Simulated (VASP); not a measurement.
Consider the following.

```xyz
4
Lattice="5.0360 2.5122 2.5122 2.5122 5.0360 2.5122 2.5122 2.5122 5.0360" Properties=species:S:1:pos:R:3 pbc="T T T"
Mn     0.0000     0.0000     0.0000
Mn     5.0302     5.0302     5.0302
S      2.5151     2.5151     2.5151
S      7.5453     7.5453     7.5453
```
Starting moments (μB, in the order of the record's atoms Mn Mn S S): 4.0 -4.0 0.0 0.0.

These are AM05 GGA, VASP's PBE PAW potentials (set 64) (plane waves; VASP 6.6.1) values and carry that method's errors. Run with 520 eV cut-off, Gaussian smearing of 0.050 eV, potentials Mn_pv S.

Q: Give the spin-up energies of bands 9 to 22 at the high-symmetry points, in eV from the valence-band maximum.

A: 
```
band      Γ      T     H2      L     S0      F
----  -----  -----  -----  -----  -----  -----
9     -7.18  -5.22  -6.19  -6.41  -6.26  -7.20
10    -4.51  -4.68  -6.13  -6.09  -5.88  -6.13
11    -4.51  -4.26  -5.29  -5.06  -5.56  -4.47
12    -2.85  -4.26  -5.17  -4.50  -5.05  -4.40
13    -2.85  -2.92  -4.31  -4.44  -4.39  -3.41
14    -2.65  -2.92  -4.11  -3.55  -4.12  -3.38
15    -1.62  -2.82  -2.49  -2.81  -2.49  -3.26
16    -1.62  -2.82  -2.28  -2.42  -2.29  -2.43
17    -1.58  -2.25  -2.22  -2.15  -2.18  -2.23
18    -1.48   0.00  -1.08  -0.70  -1.13  -1.13
19    -1.48   0.00  -0.75  -0.67  -0.76  -0.54
20     0.87   0.76   1.11   0.32   1.06   0.45
21     0.87   0.76   1.13   1.46   1.23   1.53
22     1.02   0.83   1.50   1.64   1.45   1.65
```

Q: Give the spin-down energies of bands 9 to 22 at the high-symmetry points, in eV from the valence-band maximum.

A: 
| band | Γ | T | H2 | L | S0 | F |
|---|---|---|---|---|---|---|
| 9 | -7.18 | -5.22 | -6.19 | -6.41 | -6.26 | -7.20 |
| 10 | -4.51 | -4.68 | -6.13 | -6.09 | -5.88 | -6.13 |
| 11 | -4.51 | -4.26 | -5.29 | -5.06 | -5.56 | -4.47 |
| 12 | -2.85 | -4.26 | -5.17 | -4.50 | -5.05 | -4.40 |
| 13 | -2.85 | -2.92 | -4.31 | -4.44 | -4.39 | -3.41 |
| 14 | -2.65 | -2.92 | -4.11 | -3.55 | -4.12 | -3.38 |
| 15 | -1.62 | -2.82 | -2.49 | -2.81 | -2.49 | -3.26 |
| 16 | -1.62 | -2.82 | -2.28 | -2.42 | -2.29 | -2.43 |
| 17 | -1.58 | -2.25 | -2.22 | -2.15 | -2.18 | -2.23 |
| 18 | -1.48 | 0.00 | -1.08 | -0.70 | -1.13 | -1.13 |
| 19 | -1.48 | 0.00 | -0.75 | -0.67 | -0.76 | -0.54 |
| 20 | 0.87 | 0.76 | 1.11 | 0.32 | 1.06 | 0.45 |
| 21 | 0.87 | 0.76 | 1.13 | 1.46 | 1.23 | 1.53 |
| 22 | 1.02 | 0.83 | 1.50 | 1.64 | 1.45 | 1.65 |

The gap is indirect, 0.32 eV, from the valence maximum at T to the conduction minimum at L.

The compound is MnS in the rock salt, AFM-II order structure. It was relaxed first, which changed the volume by -10 %.
